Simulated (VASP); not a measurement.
OSZICAR of a VASP run on SrVO₃ (cubic perovskite):

### OSZICAR
```
       N       E                     dE             d eps       ncg     rms          rms(c)
DAV:   1     0.468040081311E+03    0.46804E+03   -0.24098E+04  1680   0.179E+03
DAV:   2    -0.147225457659E+02   -0.48276E+03   -0.47825E+03  2184   0.490E+02
DAV:   3    -0.408688546129E+02   -0.26146E+02   -0.26014E+02  1744   0.127E+02
DAV:   4    -0.416930217472E+02   -0.82417E+00   -0.82358E+00  2992   0.195E+01
DAV:   5    -0.416983628413E+02   -0.53411E-02   -0.53424E-02  2032   0.138E+00    0.392E+01
DAV:   6    -0.329000888099E+02    0.87983E+01   -0.97141E+01  2248   0.748E+01    0.192E+01
DAV:   7    -0.318822693285E+02    0.10178E+01   -0.32348E+01  1904   0.510E+01    0.179E+01
DAV:   8    -0.311738658784E+02    0.70840E+00   -0.34043E+00  1936   0.168E+01    0.438E+00
DAV:   9    -0.311934488509E+02   -0.19583E-01   -0.39452E-01  2208   0.444E+00    0.190E+00
DAV:  10    -0.311772936703E+02    0.16155E-01   -0.26834E-01  1840   0.490E+00    0.781E-01
DAV:  11    -0.311719103096E+02    0.53834E-02   -0.46495E-02  1824   0.188E+00    0.266E-01
DAV:  12    -0.311715909838E+02    0.31933E-03   -0.30014E-03  2056   0.513E-01    0.900E-02
DAV:  13    -0.311715729893E+02    0.17994E-04   -0.24147E-04  2032   0.118E-01    0.225E-02
DAV:  14    -0.311715696614E+02    0.33279E-05   -0.51450E-05  2024   0.470E-02    0.975E-03
DAV:  15    -0.311715703850E+02   -0.72357E-06   -0.11644E-05  2048   0.319E-02    0.132E-02
DAV:  16    -0.311715695271E+02    0.85782E-06   -0.34481E-06  1816   0.181E-02    0.271E-03
DAV:  17    -0.311715695171E+02    0.10010E-07   -0.10415E-07  1184   0.250E-03
   1 F= -.31171570E+02 E0= -.31170795E+02  d E =-.232307E-02
```

Q: Which electronic solver shows in the log?

A: It is blocked Davidson (ALGO = Normal, or the opening steps of other solvers). The INCAR had ALGO = Normal.

Q: How was spin treated?

A: Without spin polarisation: there is no mag entry.

Q: Can the final energy be trusted as converged?

A: The calculation finished and met its thresholds. It stopped with EDIFF = 1E-7, NELM = 100 (rev-vdW-DF2, plane waves, VASP's PBE PAW potentials (set 64)).

The compound is SrVO3 in the cubic perovskite structure. It was relaxed first. The run is not spin-polarised, so no magnetic state was tried. The electron count is odd and the run is not spin-polarised, which forces a metal.
